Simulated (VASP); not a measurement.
Given:

```
AlFe
1.0
    2.90573     0.00000     0.00000
    0.00000     2.90573     0.00000
    0.00000     0.00000     2.90573
Al Fe
1 1
Direct
  0.50000   0.50000   0.50000
  0.00000   0.00000   0.00000
```

These are vdW-DF2, VASP's PBE PAW potentials (set 64) (plane waves; VASP) values and carry that method's errors. Run with 520 eV cut-off, 14×14×14 Γ-centred mesh, tetrahedra with Blöchl corrections, potentials Al Fe.

### Question
Tabulate the total density of states (states/eV per cell) against energy (eV; zero at the valence-band maximum or, without a gap, the Fermi level).

### Answer

(E (eV), DOS (states/eV)): (-9.99, 0.01); (-9.44, 0.12); (-8.89, 0.18); (-8.34, 0.22); (-7.79, 0.27); (-7.24, 0.32); (-6.69, 0.38); (-6.03, 0.50); (-5.47, 0.52); (-4.92, 0.62); (-4.37, 0.56); (-3.82, 0.56); (-3.27, 0.74); (-2.72, 1.76); (-2.17, 1.49); (-1.62, 1.88); (-1.07, 2.67); (-0.52, 6.82); (0.14, 2.32); (0.69, 0.40); (1.24, 1.82); (1.79, 0.96); (2.35, 0.59); (2.90, 0.35); (3.45, 0.20)
Within 2 eV below the Fermi level the largest weight inside VASP's projection spheres is Fe d.

The compound is FeAl in the CsCl type structure. It was relaxed first. The run is not spin-polarised, so no magnetic state was tried. The electron count is odd and the run is not spin-polarised, which forces a metal.
